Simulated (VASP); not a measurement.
A convergence study with VASP on HfN (rock salt): a few settings are varied, all else stays as given below, so the limit is that of these other settings.

```xyz
2
Lattice="0.0000 2.2600 2.2600 2.2600 0.0000 2.2600 2.2600 2.2600 0.0000" Properties=species:S:1:pos:R:3 pbc="T T T"
Hf     0.0000     0.0000     0.0000
N      2.2600     2.2600     2.2600
```

All values below come from PBE GGA, VASP's PBE PAW potentials (set 64) (plane waves; VASP 6.6.1). The last row used: 700 eV cut-off, 22×22×22 Γ-centred mesh, second-order Methfessel-Paxton smearing of 0.40 eV, potentials Hf_pv N.

```json
[
 {"setting": "ISMEAR = -1, SIGMA = 0.01, 8×8×8 mesh", "E (eV/atom)": "-10.8725", "pressure (GPa)": "2.80", "irreducible k-points": "29"},
 {"setting": "ISMEAR = -1, SIGMA = 0.2, 8×8×8 mesh", "E (eV/atom)": "(withheld)", "pressure (GPa)": "(withheld)", "irreducible k-points": "29"},
 {"setting": "ISMEAR = 0, SIGMA = 0.01, 8×8×8 mesh", "E (eV/atom)": "-10.8724", "pressure (GPa)": "2.80", "irreducible k-points": "29"},
 {"setting": "ISMEAR = 0, SIGMA = 0.2, 8×8×8 mesh", "E (eV/atom)": "-10.8726", "pressure (GPa)": "2.82", "irreducible k-points": "29"},
 {"setting": "ISMEAR = 1, SIGMA = 0.01, 8×8×8 mesh", "E (eV/atom)": "-10.8724", "pressure (GPa)": "2.80", "irreducible k-points": "29"},
 {"setting": "ISMEAR = 1, SIGMA = 0.2, 8×8×8 mesh", "E (eV/atom)": "-10.8728", "pressure (GPa)": "2.78", "irreducible k-points": "29"},
 {"setting": "ISMEAR = 2, SIGMA = 0.01, 8×8×8 mesh", "E (eV/atom)": "-10.8724", "pressure (GPa)": "2.80", "irreducible k-points": "29"},
 {"setting": "ISMEAR = 2, SIGMA = 0.2, 8×8×8 mesh", "E (eV/atom)": "-10.8730", "pressure (GPa)": "2.77", "irreducible k-points": "29"},
 {"setting": "ISMEAR = -1, SIGMA = 0.05, 16×16×16 mesh", "E (eV/atom)": "-10.8812", "pressure (GPa)": "2.56", "irreducible k-points": "145"},
 {"setting": "ISMEAR = -1, SIGMA = 0.2, 16×16×16 mesh", "E (eV/atom)": "-10.8811", "pressure (GPa)": "2.85", "irreducible k-points": "145"},
 {"setting": "ISMEAR = 0, SIGMA = 0.05, 16×16×16 mesh", "E (eV/atom)": "-10.8811", "pressure (GPa)": "2.55", "irreducible k-points": "145"},
 {"setting": "ISMEAR = 0, SIGMA = 0.2, 16×16×16 mesh", "E (eV/atom)": "-10.8812", "pressure (GPa)": "2.58", "irreducible k-points": "145"},
 {"setting": "ISMEAR = 1, SIGMA = 0.05, 16×16×16 mesh", "E (eV/atom)": "-10.8810", "pressure (GPa)": "2.55", "irreducible k-points": "145"},
 {"setting": "ISMEAR = 1, SIGMA = 0.2, 16×16×16 mesh", "E (eV/atom)": "-10.8812", "pressure (GPa)": "2.53", "irreducible k-points": "145"},
 {"setting": "ISMEAR = 2, SIGMA = 0.05, 16×16×16 mesh", "E (eV/atom)": "-10.8810", "pressure (GPa)": "2.55", "irreducible k-points": "145"},
 {"setting": "ISMEAR = 2, SIGMA = 0.2, 16×16×16 mesh", "E (eV/atom)": "-10.8812", "pressure (GPa)": "2.54", "irreducible k-points": "145"},
 {"setting": "ISMEAR = -1, SIGMA = 0.05, 22×22×22 mesh", "E (eV/atom)": "-10.8807", "pressure (GPa)": "2.56", "irreducible k-points": "328"},
 {"setting": "ISMEAR = -1, SIGMA = 0.4, 22×22×22 mesh", "E (eV/atom)": "-10.8826", "pressure (GPa)": "3.75", "irreducible k-points": "328"},
 {"setting": "ISMEAR = 0, SIGMA = 0.05, 22×22×22 mesh", "E (eV/atom)": "-10.8807", "pressure (GPa)": "2.54", "irreducible k-points": "328"},
 {"setting": "ISMEAR = 0, SIGMA = 0.4, 22×22×22 mesh", "E (eV/atom)": "-10.8807", "pressure (GPa)": "2.74", "irreducible k-points": "328"},
 {"setting": "ISMEAR = 1, SIGMA = 0.05, 22×22×22 mesh", "E (eV/atom)": "-10.8807", "pressure (GPa)": "2.54", "irreducible k-points": "328"},
 {"setting": "ISMEAR = 1, SIGMA = 0.4, 22×22×22 mesh", "E (eV/atom)": "-10.8807", "pressure (GPa)": "2.54", "irreducible k-points": "328"},
 {"setting": "ISMEAR = 2, SIGMA = 0.05, 22×22×22 mesh", "E (eV/atom)": "-10.8807", "pressure (GPa)": "2.54", "irreducible k-points": "328"},
 {"setting": "ISMEAR = 2, SIGMA = 0.4, 22×22×22 mesh", "E (eV/atom)": "(withheld)", "pressure (GPa)": "2.53", "irreducible k-points": "328"}
]
```

Some entries are withheld; supply them.

- ISMEAR = 2, SIGMA = 0.4, 22×22×22 mesh, E (eV/atom): -10.8808
- ISMEAR = -1, SIGMA = 0.2, 8×8×8 mesh, E (eV/atom): -10.8758
- ISMEAR = -1, SIGMA = 0.2, 8×8×8 mesh, pressure (GPa): 3.01

Left out are rungs that failed or repeat a setting and relaxations that didn't move; long series are thinned to 24 rows.

The compound is HfN in the rock salt structure. The cell was not relaxed at this level. The electron count is odd and the run is not spin-polarised, which forces a metal.
